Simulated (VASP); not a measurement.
Method: TPSS meta-GGA, VASP's PBE PAW potentials (set 64) (plane waves; VASP 6.6.1).

VASP input:

POSCAR:
```
Te
1.0
  2.2810427251  -3.9508815848   0.0000000000
  2.2810427251   3.9508815848   0.0000000000
  0.0000000000   0.0000000000   6.1458162720
Te
3
Cart
  0.6033808153   1.0450861467   4.0972128966
  3.3553238195  -0.0000000000   0.0000000000
  0.6033808153  -1.0450861467   2.0486033754
```

INCAR:
```
! general
SYSTEM  = Te
PREC    = Accurate
ENCUT   = 520   ! plane-wave cut-off (eV)
LREAL   = F   ! projection in real space or not
LASPH   = T   ! aspherical one-centre terms

! electronic loop
EDIFF   = 1E-7   ! SCF stop (eV)
NELM    = 100   ! most electronic steps
ALGO    = Normal
LMAXMIX = 4   ! l cut-off of mixed one-centre charges
LMIXTAU = T

! smearing
ISMEAR  = 0   ! Gaussian
SIGMA   = 0.05   ! width (eV)

! functional
METAGGA = TPSS

! ions
IBRION  = 2
NSW     = 30   ! most ionic steps
ISIF    = 4
EDIFFG  = -0.01   ! ionic stop

! output
LWAVE   = F
LCHARG  = F
```

### KPOINTS
```
Automatic
0
gamma
6 6 4
```

POTCAR, in this order: Te (PBE.64 set). Program: vasp_std.

Unless said otherwise, spin-orbit coupling is left out, though it shifts the bands of the heavy elements here.

Q: Predict the energy per atom (σ→0), band gap (on the k-mesh).

A: 
```yaml
energy per atom (σ→0): -11.080 eV/atom
band gap (on the k-mesh): 0.40 eV
```

**OSZICAR**
```
...
DAV:   4    -0.332397247114E+02    0.13958E-04   -0.12178E-04   654   0.768E-02    0.160E-02
DAV:   5    -0.332397367171E+02   -0.12006E-04   -0.30407E-05   624   0.451E-02    0.955E-03
DAV:   6    -0.332397411172E+02   -0.44001E-05   -0.44740E-06   629   0.232E-02    0.796E-03
DAV:   7    -0.332397406573E+02    0.45992E-06   -0.23706E-06   634   0.170E-02    0.242E-03
DAV:   8    -0.332397422729E+02   -0.16155E-05   -0.12193E-06   624   0.125E-02    0.606E-04
DAV:   9    -0.332397427739E+02   -0.50102E-06   -0.15707E-07   442   0.428E-03    0.222E-04
DAV:  10    -0.332397427854E+02   -0.11495E-07   -0.22782E-08   337   0.155E-03
   4 F= -.33239743E+02 E0= -.33239743E+02  d E =-.296069E-01
```

The compound is Te in the trig structure. This cell is one point of a volume scan, at 1.06 of the reference volume. Symmetry was kept, so distortions that lower it aren't found.
